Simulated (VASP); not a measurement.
Here is the system:

```yaml
crystal:
  lattice:
    - [4.12608, 0.00000, 0.00000]
    - [0.00000, 4.12608, 0.00000]
    - [0.00000, 0.00000, 4.12608]
  atoms:
    - { symbol: Rb, position: [0.00000, 0.00000, 0.00000] }
    - { symbol: Br, position: [0.50000, 0.50000, 0.50000] }
```

These are r2SCAN meta-GGA with spin-orbit coupling, VASP's PBE PAW potentials (set 64) (plane waves; VASP) values and carry that method's errors. Run with 400 eV cut-off, 6×6×6 Γ-centred mesh, Gaussian smearing of 0.050 eV, potentials Rb_sv Br.

**Question.** Give the energies of bands 11 to 23 at the high-symmetry points, in eV from the valence-band maximum.

**Answer.** 
```json
[
 {"band": "11", "Γ": "-0.53", "X": "-1.77", "M": "-1.25", "R": "-1.63"},
 {"band": "12", "Γ": "-0.53", "X": "-1.77", "M": "-1.25", "R": "-1.63"},
 {"band": "13", "Γ": "-0.02", "X": "-0.39", "M": "-0.98", "R": "-1.25"},
 {"band": "14", "Γ": "-0.02", "X": "-0.39", "M": "-0.98", "R": "-1.25"},
 {"band": "15", "Γ": "-0.02", "X": "-0.10", "M": "0.00", "R": "-1.25"},
 {"band": "16", "Γ": "-0.02", "X": "-0.10", "M": "0.00", "R": "-1.25"},
 {"band": "17", "Γ": "4.80", "X": "7.42", "M": "5.89", "R": "8.73"},
 {"band": "18", "Γ": "4.80", "X": "7.42", "M": "5.89", "R": "8.73"},
 {"band": "19", "Γ": "6.08", "X": "7.78", "M": "6.88", "R": "8.90"},
 {"band": "20", "Γ": "6.08", "X": "7.78", "M": "6.88", "R": "8.90"},
 {"band": "21", "Γ": "6.08", "X": "8.33", "M": "8.63", "R": "8.90"},
 {"band": "22", "Γ": "6.08", "X": "8.33", "M": "8.63", "R": "8.90"},
 {"band": "23", "Γ": "10.68", "X": "9.33", "M": "8.64", "R": "10.00"}
]
```

The gap is indirect, 4.80 eV, from the valence maximum at M to the conduction minimum at Γ.

The structure comes from a computed database's RbBr entry (Pm-3m); how it stands against other phases isn't given here. The cell was not relaxed at this level.
